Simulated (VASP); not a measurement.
All values below come from AM05 GGA, VASP's PBE PAW potentials (set 64) (plane waves; VASP).

VASP ran on this input.

POSCAR:
```
CsSnI3
1
    6.3500297478     0.0000000000     0.0000000000
    0.0000000000     6.3500297478     0.0000000000
    0.0000000000     0.0000000000     6.3500297478
Cs Sn I
1 1 3
Direct
  0.0000000000   0.0000000000   0.0000000000
  0.5000000000   0.5000000000   0.5000000000
  0.5000000000   0.0000000000   0.5000000000
  0.0000000000   0.5000000000   0.5000000000
  0.5000000000   0.5000000000   0.0000000000
```

File KPOINTS:
```
Automatic mesh
0
Gamma
4 4 4
0 0 0
```

INCAR:
```
! general
SYSTEM   =  CsSnI3
PREC     =  Accurate
ENCUT    =  520
LREAL    =  F
LASPH    =  T

! electronic loop
EDIFF    =  1E-7
NELM     =  100
ALGO     =  Normal
LMAXMIX  =  4

! smearing
ISMEAR   =  0
SIGMA    =  0.05

! functional
GGA      =  AM

! ions
ISIF     =  2

! output
LWAVE    =  F
LCHARG   =  F
```

POTCAR, in this order: Cs_sv Sn_d I (PBE.64 set). Program: vasp_std.

Unless said otherwise, spin-orbit coupling is left out, though it shifts the bands of the heavy elements here.

Predict the energy per atom (σ→0), band gap (on the k-mesh).

```
Property                          Result
------------------------  --------------
energy per atom (σ→0)     -2.782 eV/atom
band gap (on the k-mesh)         0.57 eV
```

### OSZICAR
```
...
DAV:  11    -0.139104974567E+02   -0.15371E-03   -0.60869E-04   576   0.160E-01    0.370E-02
DAV:  12    -0.139105031090E+02   -0.56523E-05   -0.47101E-05   640   0.429E-02    0.277E-02
DAV:  13    -0.139105032815E+02   -0.17255E-06   -0.33540E-06   624   0.130E-02    0.115E-02
DAV:  14    -0.139105025887E+02    0.69284E-06   -0.37362E-06   640   0.151E-02    0.242E-03
DAV:  15    -0.139105027415E+02   -0.15283E-06   -0.28516E-07   548   0.284E-03    0.243E-03
DAV:  16    -0.139105028558E+02   -0.11425E-06   -0.28453E-08   358   0.136E-03    0.155E-04
DAV:  17    -0.139105028627E+02   -0.69058E-08   -0.72819E-09   328   0.663E-04
   1 F= -.13910503E+02 E0= -.13910503E+02  d E =-.212524E-12
```

The compound is CsSnI3 in the cubic perovskite structure, the ideal cubic form; the compound distorts at low or room temperature. This cell is one point of a volume scan, at 1.06 of the reference volume.
